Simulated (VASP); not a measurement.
An input for Quantum ESPRESSO's pw.x (written as the equivalent of a VASP run, and not itself run):

```
&CONTROL
  calculation = 'scf'
  pseudo_dir = './pseudo'
  outdir = './out'
  tprnfor = .true.
  tstress = .true.
/
&SYSTEM
  ibrav = 0
  nat = 4
  ntyp = 3
  ecutwfc = 82
  occupations = 'tetrahedra'
  input_dft = 'pz'
/
&ELECTRONS
  conv_thr = 7.3e-09
  electron_maxstep = 100
/
ATOMIC_SPECIES
  Zr 91.224 Zr.upf
  Nb 92.906 Nb.upf
  C 12.011 C.upf
CELL_PARAMETERS angstrom
     1.5994393    0.9234370    5.2420321
    -1.5994393    0.9234370    5.2420321
     0.0000000   -1.8468730    5.2420321
ATOMIC_POSITIONS crystal
  Zr   1.0000000  1.0000000  1.0000000
  Nb   0.5000000  0.5000000  0.5000000
  C    0.7540034  0.7540034  0.7540034
  C    0.2459966  0.2459966  0.2459966
K_POINTS automatic
  12 12 12 0 0 0
```

Question: Write the VASP files for the same calculation (LDA).

Answer: Several could match; the one computed here: 
**INCAR**
```
! general
SYSTEM  = ZrNbC2
PREC    = Accurate
ENCUT   = 520
LREAL   = .False.
LASPH   = .True.

! electronic loop
EDIFF   = 1E-7
NELM    = 100
ALGO    = Normal
LMAXMIX = 4

! smearing
ISMEAR  = -5

! ions
ISIF    = 2

! output
LWAVE   = .False.
LCHARG  = .True.
LORBIT  = 11
NEDOS   = 601

! other
LEFG    = .True.
```

### KPOINTS
```
Regular mesh
0
Gamma
  12 12 12
```

### POSCAR
```
ZrNbC2
1
    1.5994392855     0.9234369971     5.2420321349
   -1.5994392855     0.9234369971     5.2420321349
    0.0000000000    -1.8468730252     5.2420321375
Zr Nb C
1 1 2
Direct
  1.0000000000   1.0000000000   1.0000000000
  0.5000000000   0.5000000000   0.5000000000
  0.7540033523   0.7540033523   0.7540033523
  0.2459966477   0.2459966477   0.2459966477
```

POTCAR, in this order: Zr_sv Nb_sv C (LDA.64 set). Program: vasp_std.

The two are equivalent in intent, not identical: the potentials are each code's own (VASP's PAW set, PseudoDojo norm-conserving files in pw.x), so ENCUT and ecutwfc are chosen apart and not converted; conv_thr bounds pw.x's estimated SCF error, while EDIFF bounds the energy change between steps; the field gradients of LEFG aren't asked of the other code.

The structure comes from a computed database's ZrNbC2 entry (R-3m); how it stands against other phases isn't given here. It was relaxed first.
